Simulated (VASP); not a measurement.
ZrSi2:

```xyz
6
Lattice="1.8530 -7.3675 0.0000 1.8530 7.3675 0.0000 0.0000 0.0000 3.6720" Properties=species:S:1:pos:R:3 pbc="T T T"
Zr    1.8530   -5.8144    0.9180
Zr    1.8530    5.8144    2.7540
Si    1.8530   -0.7692    0.9180
Si    1.8530    0.7692    2.7540
Si    1.8530    3.6896    0.9180
Si    1.8530   -3.6896    2.7540
```

```yaml
Program: VASP 6.6.1
Task: relaxation of cell and atoms
Functional: LDA
Potentials_or_basis: VASP PAW LDA potentials, release 64 (Zr_sv, Si)
Cutoff: 600 eV
k_mesh: 10 × 10 × 10
Occupations: methfessel-paxton, width 0.1 eV
Spin: no spin polarisation
```

At the start: pressure -5.1 GPa; volume 16.71 Å³/atom.

Task: Where does the relaxation end?

Result: Over 10 steps the energy falls by 11.6 meV/atom and the volume is 16.05 Å³/atom (-4.0 %); space group Cmcm (No. 63, to 0.05 Å).

Step by step:
| step | energy change (eV) | largest force (eV/Å) | pressure (GPa) | volume (Å³) |
| --- | --- | --- | --- | --- |
| 1 | 0.0000 | 0.1268 | -5.11 | 100.26 |
| 2 | 0.0058 | 0.2303 | 6.30 | 92.72 |
| 3 | -0.0642 | 0.1754 | 0.05 | 96.47 |
| 4 | -0.0642 | 0.1765 | 0.15 | 96.40 |
| 5 | -0.0680 | 0.0782 | 0.09 | 96.33 |
| 6 | -0.0683 | 0.0420 | 0.07 | 96.30 |
| 7 | -0.0692 | 0.0245 | -0.11 | 96.39 |
| 8 | -0.0694 | 0.0139 | -0.22 | 96.44 |
| 9 | -0.0694 | 0.0073 | 0.21 | 96.14 |
| 10 | -0.0695 | 0.0095 | 0.02 | 96.27 |

Final structure:
```cif
data_structure
_symmetry_space_group_name_H-M 'P 1'
_symmetry_Int_Tables_number 1
_cell_length_a 7.4748
_cell_length_b 7.4748
_cell_length_c 3.6373
_cell_angle_alpha 90.000
_cell_angle_beta 90.000
_cell_angle_gamma 151.723
_cell_volume 96.27
loop_
_atom_site_label
_atom_site_type_symbol
_atom_site_fract_x
_atom_site_fract_y
_atom_site_fract_z
_atom_site_occupancy
Zr1 Zr 0.89521 0.10479 0.25000 1
Zr2 Zr 0.10479 0.89521 0.75000 1
Si1 Si 0.55362 0.44638 0.25000 1
Si2 Si 0.44638 0.55362 0.75000 1
Si3 Si 0.25015 0.74985 0.25000 1
Si4 Si 0.74985 0.25015 0.75000 1
```
